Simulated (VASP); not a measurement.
Data:

```
CELL_PARAMETERS angstrom
      1.64007    -2.84068     0.00000
      1.64007     2.84068     0.00000
      0.00000     0.00000    12.85041
ATOMIC_POSITIONS crystal
  W  0.33333 0.66667 0.25000
  W  0.66667 0.33333 0.75000
  Se 0.33333 0.66667 0.88139
  Se 0.66667 0.33333 0.38139
  Se 0.66667 0.33333 0.11861
  Se 0.33333 0.66667 0.61861
```

These are PBE GGA with D4 dispersion, VASP's PBE PAW potentials (set 64) (plane waves; VASP) values and carry that method's errors. Run with 520 eV cut-off, 9×9×2 Γ-centred mesh, tetrahedra with Blöchl corrections, potentials W_sv Se.

The cores are frozen, which limits the accuracy of field gradients.

**Question.** Give the principal components of the electric field gradient (V/Å²) and the asymmetry η at each nucleus.

**Answer.** 
```
atom   Vxx   Vyy     Vzz     η
----  ----  ----  ------  ----
W1    72.4  72.4  -144.9  0.00
W2    72.4  72.4  -144.9  0.00
Se3   33.7  33.7   -67.5  0.00
Se4   33.7  33.7   -67.5  0.00
Se5   33.7  33.7   -67.5  0.00
Se6   33.7  33.7   -67.5  0.00
```

The compound is WSe2 in the 2H layered structure. It was relaxed first.
